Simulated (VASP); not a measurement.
# SiH₃I: excitations by TDDFT

SiH₃I, molecule in box, 5 atoms in the cell. PBE0, TDDFT by the Casida equation; PAW potentials Si, I, H (PBE set).

Kernel: hybrid exchange, triplet.

## Input

INCAR.step1:
```
EDIFF = 1E-5 ; ENCUT = 250
ISMEAR = 0 ; LASPH = T
LCHARG = F ; LWAVE = T
NBANDS = 47 ; PREC = Accurate
SIGMA = 0.02
```

INCAR.step2:
```
AEXX = 0.25 ; ALGO = Normal
CSHIFT = 0.1 ; EDIFF = 1E-7
ENCUT = 250 ; GGA = PE
HFRCUT = -1 ; ISMEAR = 0
ISTART = 1 ; LASPH = T
LCHARG = F ; LHFCALC = T
LOPTICS = T ; LWAVE = T
NBANDS = 47 ; NEDOS = 2000
PREC = Accurate ; PRECFOCK = Fast
SIGMA = 0.02
```

INCAR.step3:
```
AEXX = 0.25 ; ALGO = TDHF
ANTIRES = 0 ; CSHIFT = 0.15
EDIFF = 1E-7 ; ENCUT = 250
ENCUTGW = 150 ; GGA = PE
HFRCUT = -1 ; IBSE = 2
ISMEAR = 0 ; ISTART = 1
LADDER = T ; LASPH = T
LCHARG = F ; LFXC = T
LHARTREE = T ; LHFCALC = T
LTRIPLET = T ; LWAVE = F
NBANDS = 48 ; NBANDSO = 7
NBANDSV = 36 ; NBSEEIG = 6
NOMEGA = 1000 ; OMEGAMAX = 25
PREC = Accurate ; PRECFOCK = Fast
SIGMA = 0.02
```

KPOINTS:
```
k-points
0
Gamma
  1 1 1
```

POSCAR:
```
SiH3I
1.0
   12.1000000000      0.0000000000      0.0000000000
    0.0000000000     12.1000000000      0.0000000000
    0.0000000000      0.0000000000     12.1000000000
Si I H
1 1 3
Direct
    0.4854892582      0.5069454572      0.4942942142
    0.6568363598      0.4249123960      0.5616578506
    0.4045966937      0.5085735498      0.5861289250
    0.4436958698      0.4387636390      0.4016413217
    0.5093818185      0.6208049580      0.4562776886
```

Commands (each step's output is kept before the next begins):
```
cat potpaw_PBE.64/Si/POTCAR potpaw_PBE.64/I/POTCAR potpaw_PBE.64/H/POTCAR > POTCAR
cp INCAR.step1 INCAR
mpirun -np 4 vasp_gam > vasp.out
cp INCAR.step2 INCAR
mpirun -np 4 vasp_gam > vasp.out
cp INCAR.step3 INCAR
mpirun -np 4 vasp_gam > vasp.out
```

## Result

- First excitation (eV): 5.25
- Binding of the first excitation (eV): 1.584

Lowest excitations:

| Energy (eV) |
|---|
| 5.251 |
| 5.255 |
| 6.333 |
| 6.334 |
| 6.835 |
| 6.891 |
| 6.897 |
| 6.932 |

Make-up of the lowest excitation:

| k point | From band | To band | Share |
|---|---|---|---|
| 0.000 0.000 0.000 | 6 | 8 | 0.79 |
| 0.000 0.000 0.000 | 7 | 8 | 0.19 |
| 0.000 0.000 0.000 | 6 | 16 | 0.01 |
| 0.000 0.000 0.000 | 6 | 18 | 0.00 |
| 0.000 0.000 0.000 | 7 | 16 | 0.00 |
| 0.000 0.000 0.000 | 6 | 17 | 0.00 |

The lowest pair of one-particle levels lies at 6.835 eV and the first excitation at 5.251 eV, 1.584 eV lower.

Half of the first excitation's weight sits on 1 of 252 pairs.

Limits: The strengths that the program prints for triplets aren't physical; they are zero without spin-orbit coupling.

VASP 6.6.1 took 34 s on 4 cores (Intel Xeon 6975P-C (Granite Rapids)), a shared host.
